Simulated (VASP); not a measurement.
Output of a VASP run:

File OSZICAR:
```
...
   7 F= -.59512724E+03 E0= -.59512591E+03  d E =-.628684E-01  mag=     3.0000
       N       E                     dE             d eps       ncg     rms          rms(c)
DAV:   1    -0.595129883289E+03   -0.26428E-02   -0.84656E+00   940   0.718E+00    0.630E-01
RMM:   2    -0.595144669155E+03   -0.14786E-01   -0.17884E-01   924   0.992E-01    0.382E-01
RMM:   3    -0.595146157059E+03   -0.14879E-02   -0.12609E-02   924   0.288E-01    0.229E-01
RMM:   4    -0.595145881004E+03    0.27605E-03   -0.38550E-03   924   0.125E-01    0.232E-01
RMM:   5    -0.595145460430E+03    0.42057E-03   -0.70819E-04   924   0.611E-02    0.960E-02
RMM:   6    -0.595145409234E+03    0.51196E-04   -0.73372E-04   924   0.532E-02    0.828E-02
RMM:   7    -0.595145385748E+03    0.23486E-04   -0.85769E-05   867   0.234E-02    0.205E-02
RMM:   8    -0.595145392143E+03   -0.63945E-05   -0.25322E-05   605   0.101E-02
   8 F= -.59514539E+03 E0= -.59514422E+03  d E =-.181546E-01  mag=     3.0000
       N       E                     dE             d eps       ncg     rms          rms(c)
DAV:   1    -0.595145357907E+03    0.27841E-04   -0.20730E-01  1088   0.112E+00    0.102E-01
RMM:   2    -0.595145728505E+03   -0.37060E-03   -0.44792E-03   924   0.157E-01    0.668E-02
RMM:   3    -0.595145768460E+03   -0.39955E-04   -0.32100E-04   924   0.458E-02    0.366E-02
RMM:   4    -0.595145761476E+03    0.69841E-05   -0.97832E-05   870   0.199E-02
   9 F= -.59514576E+03 E0= -.59514465E+03  d E =-.185239E-01  mag=     3.0000
       N       E                     dE             d eps       ncg     rms          rms(c)
DAV:   1    -0.595147234811E+03   -0.14664E-02   -0.20979E+00   940   0.356E+00    0.337E-01
RMM:   2    -0.595150934723E+03   -0.36999E-02   -0.44532E-02   924   0.493E-01    0.219E-01
RMM:   3    -0.595151353888E+03   -0.41916E-03   -0.32877E-03   924   0.144E-01    0.119E-01
RMM:   4    -0.595151278154E+03    0.75734E-04   -0.97483E-04   924   0.628E-02    0.117E-01
RMM:   5    -0.595151177186E+03    0.10097E-03   -0.17569E-04   917   0.304E-02    0.440E-02
RMM:   6    -0.595151168782E+03    0.84044E-05   -0.16738E-04   908   0.259E-02    0.364E-02
RMM:   7    -0.595151164731E+03    0.40506E-05   -0.20219E-05   563   0.110E-02
  10 F= -.59515116E+03 E0= -.59515014E+03  d E =-.540325E-02  mag=     3.0000
       N       E                     dE             d eps       ncg     rms          rms(c)
DAV:   1    -0.595151144563E+03    0.24219E-04   -0.93363E-02  1064   0.752E-01    0.710E-02
RMM:   2    -0.595151316046E+03   -0.17148E-03   -0.20078E-03   924   0.105E-01    0.444E-02
RMM:   3    -0.595151336706E+03   -0.20659E-04   -0.14906E-04   924   0.307E-02    0.253E-02
RMM:   4    -0.595151334260E+03    0.24460E-05   -0.43907E-05   712   0.133E-02
  11 F= -.59515133E+03 E0= -.59515036E+03  d E =-.557278E-02  mag=     3.0000
       N       E                     dE             d eps       ncg     rms          rms(c)
DAV:   1    -0.595151797012E+03   -0.46031E-03   -0.86704E-01   932   0.230E+00    0.183E-01
RMM:   2    -0.595153350897E+03   -0.15539E-02   -0.17114E-02   924   0.308E-01    0.989E-02
RMM:   3    -0.595153452271E+03   -0.10137E-03   -0.12299E-03   924   0.890E-02    0.606E-02
RMM:   4    -0.595153422594E+03    0.29677E-04   -0.25508E-04   924   0.345E-02    0.432E-02
RMM:   5    -0.595153408076E+03    0.14518E-04   -0.69253E-05   851   0.183E-02    0.265E-02
RMM:   6    -0.595153407078E+03    0.99798E-06   -0.37961E-05   687   0.127E-02
  12 F= -.59515341E+03 E0= -.59515244E+03  d E =-.207282E-02  mag=     3.0000
```

### OUTCAR
```
------------------------ aborting loop because EDIFF is reached ----------------------------------------
  FORCE on cell =-STRESS in cart. coord.  units (eV):
  Direction    XX          YY          ZZ          XY          YZ          ZX
  --------------------------------------------------------------------------------------
  Total      -46.7949010    -43.7514298    -44.2294643     -0.1099861      0.2359230     -0.7858449
  in kB     -107.1090911   -100.1428740   -101.2370498     -0.2517479      0.5400055     -1.7987244
  external PRESSURE =    -102.8296717 kB  Pullay stress =       0.0000000 kB
  volume of cell :      699.98
      direct lattice vectors                 reciprocal lattice vectors
     9.175847566 -4.806597533  0.000414141     0.054492942 -0.104023688 -0.045716763
     9.175847566  4.806597533  0.000414141     0.054492942  0.104023688 -0.045716763
     6.657642848  0.000000000  7.935700720    -0.000005688  0.000000000  0.126017588
 POSITION                                       TOTAL-FORCE (eV/Angst)
 -----------------------------------------------------------------------------------
      4.41164     -0.00385      1.40094        -0.003942     -0.004685     -0.003830
      1.85525     -0.00194      0.58849         0.011136     -0.005495      0.004171
      8.14543     -0.00102      2.58170        -0.005745      0.001864      0.010298
     13.98828      0.01963      7.34338        -0.008700     -0.013873     -0.001118
      7.69389      0.04411      5.41825        -0.005918     -0.008593     -0.019254
      5.17177      0.00068      4.53965         0.002341      0.003911      0.003478
     11.42895     -0.02378      6.55574        -0.001399      0.012195     -0.001726
     15.25266      2.38749      3.36529        -0.019976      0.002177     -0.002743
      8.99367      2.43625      1.31625         0.000100     -0.016732      0.022064
      6.42433      2.38328      0.58559         0.005547     -0.000758      0.004634
     12.69286      2.42198      2.57990        -0.003083      0.000015     -0.014550
     18.57620      2.40268      7.34726        -0.000430     -0.004395      0.003937
     12.35407      2.39947      5.37158         0.005654      0.010448     -0.004446
      9.78140      2.37345      4.52425        -0.000251     -0.012642      0.002438
     16.03473      2.38097      6.52473         0.007211      0.007671      0.005434
     15.23680     -2.41362      3.40713        -0.015593     -0.004176     -0.009580
      8.97019     -2.47809      1.39722        -0.005894      0.022212     -0.007953
      6.42750     -2.39488      0.59165         0.000924      0.000865     -0.009006
     12.70101     -2.41015      2.54570        -0.007495     -0.009427      0.003369
     18.57171     -2.40665      7.35250        -0.014895      0.007048      0.004222
     12.35617     -2.40059      5.38169        -0.010130     -0.002616      0.002466
      9.78178     -2.35896      4.54802        -0.007577      0.011579     -0.014722
     16.02945     -2.38144      6.53530        -0.001059     -0.000280      0.007307
     19.83033     -0.00414      3.37837         0.006428      0.002586     -0.003256
     13.61551     -0.00771      1.40650        -0.006267     -0.003252      0.004175
     11.02480     -0.01903      0.63513        -0.013033     -0.003944      0.010540
     17.28087     -0.00107      2.59972         0.009619     -0.002921     -0.015539
     23.18132     -0.00135      7.35665         0.028034     -0.003305      0.004752
     16.92005     -0.00082      5.37057         0.006360     -0.004124      0.007445
     14.35495     -0.00102      4.55609        -0.005928      0.000911     -0.008587
     20.64607     -0.00331      6.54802         0.000344      0.007461      0.000046
      4.79188     -0.93166      2.97729        -0.009394     -0.008126      0.000246
      5.17751      1.66232      1.76050        -0.003263      0.006614     -0.001435
      7.71529      0.92881      0.98422        -0.002249     -0.001080      0.013761
      6.84190      0.74089      3.74455         0.006034     -0.015791     -0.008487
      7.32689     -1.67028      2.21252         0.003179      0.005597     -0.007916
      5.66363     -0.73976      0.22665        -0.006784      0.002772     -0.012970
      8.11183     -0.93041      6.95103         0.008304      0.005353     -0.015239
      8.51031      1.67477      5.72347         0.008132      0.007823      0.007369
     11.01492      1.02568      5.09073        -0.010352      0.006728      0.004085
     10.17258      0.73571      7.71712        -0.003302      0.010001      0.003865
     10.64716     -1.66135      6.17199         0.013992      0.005472     -0.011300
      8.83469     -0.79906      4.21559        -0.009808     -0.009976     -0.013900
      9.21864      1.57793      2.94367        -0.017791      0.008183      0.014024
      9.75783      4.07657      1.75022         0.008712     -0.013284      0.003068
     12.30701      3.33200      0.98928        -0.003800      0.001881     -0.008544
     11.41626      3.13042      3.72718         0.007774     -0.007849      0.009403
     11.98515      0.79709      2.06402        -0.009287      0.006798      0.006871
     10.25772      1.65167      0.21971         0.006515      0.004386     -0.004371
     12.72786      1.47532      6.95066         0.004794      0.006258      0.005410
     13.10642      4.06687      5.72368         0.010936     -0.007364      0.005768
     15.62683      3.32334      4.95399         0.016941     -0.010397     -0.021553
     14.76717      3.13760      7.69399         0.009004     -0.000116      0.017845
     15.24865      0.73624      6.17008        -0.000732     -0.000054     -0.013295
     13.57155      1.65877      4.18302        -0.000688     -0.007713     -0.008083
      9.37719     -3.33246      2.98801        -0.000500     -0.008017     -0.002467
...
```
(Selected blocks of OUTCAR.)

POSCAR:
```
Al31O48
1
    9.1758475656    -4.8065975332     0.0004141407
    9.1758475656     4.8065975332     0.0004141407
    6.6576428475    -0.0000000000     7.9357007201
Al O
31 48
Direct
  0.1760000000   0.1760000000   0.1760000000
  0.0740000000   0.0740000000   0.0740000000
  0.3235920000   0.3208460000   0.3269870000
  0.4260000000   0.4260000000   0.9260000000
  0.1760000000   0.1760000000   0.6760000000
  0.0740000000   0.0740000000   0.5740000000
  0.3240000000   0.3240000000   0.8240000000
  0.4260000000   0.9260000000   0.4260000000
  0.1760000000   0.6760000000   0.1760000000
  0.0740000000   0.5740000000   0.0740000000
  0.3240000000   0.8240000000   0.3240000000
  0.4260000000   0.9260000000   0.9260000000
  0.1760000000   0.6760000000   0.6760000000
  0.0785370000   0.5711020000   0.5679050000
  0.3240000000   0.8240000000   0.8240000000
  0.9260000000   0.4260000000   0.4260000000
  0.6760000000   0.1760000000   0.1760000000
  0.5740000000   0.0740000000   0.0740000000
  0.8240000000   0.3240000000   0.3240000000
  0.9260000000   0.4260000000   0.9260000000
  0.6760000000   0.1760000000   0.6760000000
  0.5694580000   0.0773470000   0.5744530000
  0.8240000000   0.3240000000   0.8240000000
  0.9260000000   0.9260000000   0.4260000000
  0.6760000000   0.6760000000   0.1760000000
  0.5763730000   0.5720990000   0.0726010000
  0.8240000000   0.8240000000   0.3240000000
  0.9260000000   0.9260000000   0.9260000000
  0.6760000000   0.6760000000   0.6760000000
  0.5740000000   0.5740000000   0.5740000000
  0.8240000000   0.8240000000   0.8240000000
  0.2220000000   0.0280000000   0.3750000000
  0.0280000000   0.3750000000   0.2220000000
  0.2780000000   0.4720000000   0.1250000000
  0.1250000000   0.2780000000   0.4720000000
  0.4720000000   0.1250000000   0.2780000000
  0.3750000000   0.2220000000   0.0280000000
  0.2220000000   0.0280000000   0.8750000000
  0.0280000000   0.3750000000   0.7220000000
  0.2805570000   0.4640870000   0.6263200000
  0.1250000000   0.2780000000   0.9720000000
  0.4720000000   0.1250000000   0.7780000000
  0.3740020000   0.2251800000   0.5305270000
  0.2173460000   0.5292860000   0.3754200000
  0.0280000000   0.8750000000   0.2220000000
  0.2780000000   0.9720000000   0.1250000000
  0.1250000000   0.7780000000   0.4720000000
  0.4802990000   0.6247730000   0.2733090000
  0.3750000000   0.7220000000   0.0280000000
  0.2220000000   0.5280000000   0.8750000000
  0.0280000000   0.8750000000   0.7220000000
  0.2780000000   0.9720000000   0.6250000000
  0.1250000000   0.7780000000   0.9720000000
  0.4720000000   0.6250000000   0.7780000000
  0.3750000000   0.7220000000   0.5280000000
  0.7220000000   0.0280000000   0.3750000000
  0.5346820000   0.3720250000   0.2186960000
  0.7780000000   0.4720000000   0.1250000000
  0.6286290000   0.2739170000   0.4717270000
  0.9720000000   0.1250000000   0.2780000000
  0.8750000000   0.2220000000   0.0280000000
  0.7220000000   0.0280000000   0.8750000000
  0.5280000000   0.3750000000   0.7220000000
  0.7780000000   0.4720000000   0.6250000000
  0.6250000000   0.2780000000   0.9720000000
  0.9720000000   0.1250000000   0.7780000000
  0.8750000000   0.2220000000   0.5280000000
  0.7220000000   0.5280000000   0.3750000000
  0.5280000000   0.8750000000   0.2220000000
  0.7780000000   0.9720000000   0.1250000000
  0.6250000000   0.7780000000   0.4720000000
  0.9720000000   0.6250000000   0.2780000000
  0.8750000000   0.7220000000   0.0280000000
  0.7220000000   0.5280000000   0.8750000000
  0.5280000000   0.8750000000   0.7220000000
  0.7780000000   0.9720000000   0.6250000000
  0.6250000000   0.7780000000   0.9720000000
  0.9720000000   0.6250000000   0.7780000000
  0.8750000000   0.7220000000   0.5280000000
```

Task: Write an INCAR and KPOINTS that could have produced this output.

Result: Several could match; the one computed here: the input of the run itself, PBE GGA, plane waves, VASP's PBE PAW potentials (set 64).

File KPOINTS:
```
Automatic mesh
0
Gamma
1 1 1
0 0 0
```

### INCAR
```
# general
SYSTEM  = Al31O48
PREC    = Normal
ENCUT   = 400   # plane-wave cut-off (eV)
LREAL   = Auto   # projection in real space or not
LASPH   = .True.
ISYM    = 0
NELECT  = 379.0

# electronic loop
EDIFF   = 1E-5   # SCF stop (eV)
NELM    = 100   # most electronic steps
NELMIN  = 4
ALGO    = Fast   # Davidson, then RMM-DIIS

# smearing
ISMEAR  = 0   # Gaussian
SIGMA   = 0.05   # width (eV)

# functional
GGA     = PE   # PBE

# spin
ISPIN   = 2   # spin-polarised
MAGMOM  = 79*0.0380
NUPDOWN = 3

# ions
IBRION  = 2   # conjugate gradients
NSW     = 60   # most ionic steps
ISIF    = 2
EDIFFG  = -0.03

# output
LWAVE   = .False.
LCHARG  = .False.
LORBIT  = 10
```

POTCAR, in this order: Al O (PBE.64 set). Program: vasp_gam.

At this cut-off the stress carries a Pulay error, which pulls relaxed volumes low. The cell is charged, with a uniform compensating background. The supercell is sampled at Γ alone, which is coarse: total energies, pressure and levels can be off, energies of defects by several tenths of an eV.

The cell is a supercell with a defect, built from Al2O3 (corundum): vac_Al, charge +2.
